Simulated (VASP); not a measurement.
All values below come from PBE GGA with D3 dispersion (zero damping), VASP's PBE PAW potentials (set 64) (plane waves; VASP 6.6.1).

The input files of a VASP run:

File KPOINTS:
```
Automatic mesh
0
Gamma
5 5 8
0 0 0
```

### POSCAR
```
TiO2
1
    4.5809267673     0.0000000000     0.0000000000
    0.0000000000     4.5809267673     0.0000000000
    0.0000000000     0.0000000000     2.9305303687
Ti O
2 4
Direct
  0.0000000000   0.0000000000   0.0000000000
  0.5000000000   0.5000000000   0.5000000000
  0.3045069180   0.3045069180   1.0000000000
  0.8045069180   0.1954930820   0.5000000000
  0.1954930820   0.8045069180   0.5000000000
  0.6954930820   0.6954930820   0.0000000000
```

### INCAR
```
NSW  =  30   # most ionic steps
EDIFFG  =  -0.01
LWAVE  =  .FALSE.
ALGO  =  Normal   # blocked Davidson
IVDW  =  11   # D3, zero damping
ISMEAR  =  0   # Gaussian
IBRION  =  2   # conjugate gradients
SYSTEM  =  TiO2
GGA  =  PE   # PBE
LMAXMIX  =  4   # l cut-off of mixed one-centre charges
LREAL  =  .FALSE.
ISIF  =  4   # ions and shape, fixed volume
PREC  =  Accurate
SIGMA  =  0.05   # width (eV)
NELM  =  100   # most electronic steps
EDIFF  =  1E-7   # SCF stop (eV)
LASPH  =  .TRUE.
LCHARG  =  .FALSE.
ENCUT  =  520   # plane-wave cut-off (eV)
```

POTCAR, in this order: Ti_sv O (PBE.64 set). Program: vasp_std.

Output of the run:

**OSZICAR**
```
       N       E                     dE             d eps       ncg     rms          rms(c)
DAV:   1     0.685556892377E+03    0.68556E+03   -0.25202E+04  1680   0.204E+03
DAV:   2     0.569256570271E+02   -0.62863E+03   -0.60794E+03  1792   0.587E+02
DAV:   3    -0.652065007342E+02   -0.12213E+03   -0.11856E+03  2612   0.219E+02
DAV:   4    -0.706810037292E+02   -0.54745E+01   -0.54684E+01  2236   0.507E+01
DAV:   5    -0.709054872850E+02   -0.22448E+00   -0.22442E+00  2372   0.858E+00    0.331E+01
DAV:   6    -0.540149406306E+02    0.16891E+02   -0.11730E+02  2056   0.105E+02    0.120E+01
DAV:   7    -0.537053496688E+02    0.30959E+00   -0.16319E+01  2100   0.324E+01    0.812E+00
DAV:   8    -0.538255956528E+02   -0.12025E+00   -0.47325E+00  2068   0.201E+01    0.462E+00
DAV:   9    -0.535902932508E+02    0.23530E+00   -0.21473E+00  2096   0.130E+01    0.117E+00
DAV:  10    -0.535977000053E+02   -0.74068E-02   -0.11221E-01  2072   0.271E+00    0.224E-01
DAV:  11    -0.535976056217E+02    0.94384E-04   -0.69976E-03  2172   0.613E-01    0.898E-02
DAV:  12    -0.535976036922E+02    0.19295E-05   -0.61321E-04  2204   0.180E-01    0.596E-02
DAV:  13    -0.535975689716E+02    0.34721E-04   -0.12741E-04  2248   0.828E-02    0.888E-03
DAV:  14    -0.535975698243E+02   -0.85274E-06   -0.80262E-06  2520   0.243E-02    0.434E-03
DAV:  15    -0.535975703921E+02   -0.56785E-06   -0.17720E-06  2132   0.851E-03    0.218E-03
DAV:  16    -0.535975702829E+02    0.10924E-06   -0.57912E-07  1956   0.648E-03    0.992E-04
DAV:  17    -0.535975703259E+02   -0.43016E-07   -0.81607E-08  1164   0.341E-03
   1 F= -.54692458E+02 E0= -.54692458E+02  d E =-.546925E+02
       N       E                     dE             d eps       ncg     rms          rms(c)
DAV:   1    -0.536056101177E+02   -0.80398E-02   -0.17074E+00  1680   0.105E+01    0.615E-01
DAV:   2    -0.536040305426E+02    0.15796E-02   -0.48992E-02  1864   0.188E+00    0.391E-01
DAV:   3    -0.536013697319E+02    0.26608E-02   -0.57960E-03  1948   0.710E-01    0.115E-01
DAV:   4    -0.536012452820E+02    0.12445E-03   -0.15396E-03  2188   0.333E-01    0.365E-02
DAV:   5    -0.536012350411E+02    0.10241E-04   -0.14116E-04  1980   0.110E-01    0.204E-02
DAV:   6    -0.536012319130E+02    0.31281E-05   -0.16668E-05  2112   0.320E-02    0.478E-03
DAV:   7    -0.536012321071E+02   -0.19410E-06   -0.24717E-06  2048   0.126E-02    0.231E-03
DAV:   8    -0.536012320790E+02    0.28118E-07   -0.21995E-07  1476   0.390E-03
   2 F= -.54695599E+02 E0= -.54695599E+02  d E =-.314075E-02
       N       E                     dE             d eps       ncg     rms          rms(c)
DAV:   1    -0.536012359126E+02   -0.38055E-05   -0.84605E-03  1716   0.743E-01    0.432E-02
DAV:   2    -0.536012285862E+02    0.73264E-05   -0.24533E-04  1896   0.134E-01    0.276E-02
DAV:   3    -0.536012156343E+02    0.12952E-04   -0.30203E-05  2036   0.507E-02    0.920E-03
DAV:   4    -0.536012147059E+02    0.92839E-06   -0.88632E-06  2128   0.258E-02    0.256E-03
DAV:   5    -0.536012146579E+02    0.48009E-07   -0.83088E-07  1832   0.851E-03
   3 F= -.54695618E+02 E0= -.54695618E+02  d E =-.315959E-02
```

File OUTCAR:
```
------------------------ aborting loop because EDIFF is reached ----------------------------------------
 Edisp (eV)   -1.09440
  FORCE on cell =-STRESS in cart. coord.  units (eV):
  Direction    XX          YY          ZZ          XY          YZ          ZX
  --------------------------------------------------------------------------------------
  Total       2.58600     2.58600     2.64038     0.00000     0.00000     0.00000
  in kB      67.37312    67.37312    68.78988     0.00000     0.00000     0.00000
  external pressure =       67.85 kB  Pullay stress =        0.00 kB
  volume of cell :       61.50
      direct lattice vectors                 reciprocal lattice vectors
     4.573006783 -0.000000000  0.000000000     0.218674506 -0.000000000  0.000000000
     0.000000000  4.573006783  0.000000000     0.000000000  0.218674506  0.000000000
     0.000000000  0.000000000  2.940689922     0.000000000  0.000000000  0.340056254
 POSITION                                       TOTAL-FORCE (eV/Angst)
 -----------------------------------------------------------------------------------
      0.00000      0.00000      0.00000        -0.000000     -0.000000     -0.000000
      2.28650      2.28650      1.47034        -0.000000     -0.000000     -0.000000
      1.38781      1.38781      0.00000         0.005076      0.005076      0.000000
      3.67431      0.89869      1.47034         0.005076     -0.005076     -0.000000
      0.89869      3.67431      1.47034        -0.005076      0.005076      0.000000
      3.18520      3.18520      0.00000        -0.005076     -0.005076     -0.000000
 -----------------------------------------------------------------------------------
    total drift:                                0.000000      0.000000      0.000000
  FREE ENERGIE OF THE ION-ELECTRON SYSTEM (eV)
  ---------------------------------------------------
  free  energy   TOTEN  =       -54.6956180668 eV

  energy  without entropy=      -54.6956180668  energy(sigma->0) =      -54.69561807

 reached required accuracy - stopping structural energy minimisation
```
(Selected blocks of OUTCAR.)

### CONTCAR
```
TiO2
   1.00000000000000
     4.5730067832984069   -0.0000000000000000    0.0000000000000000
     0.0000000000000000    4.5730067832984069    0.0000000000000000
     0.0000000000000000    0.0000000000000000    2.9406899215748958
  Ti              O
     2     4
Direct
     0.0000000000000000    0.0000000000000000    0.0000000000000000
     0.5000000000000000    0.5000000000000000    0.5000000000000000
     0.3034787172935705    0.3034787172935705    0.0000000000000000
     0.8034787172935705    0.1965212827064295    0.5000000000000000
     0.1965212827064295    0.8034787172935705    0.5000000000000000
     0.6965212827064295    0.6965212827064295    0.0000000000000000
```

### OUTCAR
```
 val. band max:        5.0299969653   @ k =   0.0000   0.0000   0.0000

 cond. band min:       6.8802421782   @ k =   0.0000   0.0000   0.0000


 Fermi energy:         5.4183034048

 k-point     1 :       0.0000    0.0000    0.0000
  band No.  band energies     occupation
      1     -51.8690      2.00000
      2     -51.8505      2.00000
      3     -28.1912      2.00000
      4     -28.1912      2.00000
      5     -28.0164      2.00000
      6     -28.0164      2.00000
      7     -27.9704      2.00000
      8     -27.9345      2.00000
      9     -13.2651      2.00000
     10     -12.0720      2.00000
     11     -11.3149      2.00000
     12     -11.3149      2.00000
     13      -0.8209      2.00000
     14      -0.4144      2.00000
     15      -0.0208      2.00000
     16       1.1627      2.00000
     17       1.1627      2.00000
     18       2.4277      2.00000
     19       2.4277      2.00000
     20       3.0147      2.00000
     21       4.3120      2.00000
     22       4.5533      2.00000
     23       4.5533      2.00000
     24       5.0300      2.00000
     25       6.8802      0.00000
     26       7.1579      0.00000
     27       7.4281      0.00000
     28       7.5433      0.00000

 k-point     2 :       0.2000    0.0000    0.0000
  band No.  band energies     occupation
      1     -51.8673      2.00000
      2     -51.8522      2.00000
      3     -28.1774      2.00000
      4     -28.1761      2.00000
      5     -28.0331      2.00000
      6     -28.0318      2.00000
      7     -27.9670      2.00000
      8     -27.9379      2.00000
      9     -13.1212      2.00000
     10     -12.0774      2.00000
     11     -11.4565      2.00000
     12     -11.3720      2.00000
     13      -0.5636      2.00000
     14      -0.2487      2.00000
     15       0.2501      2.00000
     16       1.1796      2.00000
     17       1.1910      2.00000
     18       2.1779      2.00000
     19       2.3458      2.00000
     20       3.0335      2.00000
...
```

The compound is TiO2 in the rutile structure. This cell is one point of a volume scan, at 0.97 of the reference volume. Symmetry was kept, so distortions that lower it aren't found.
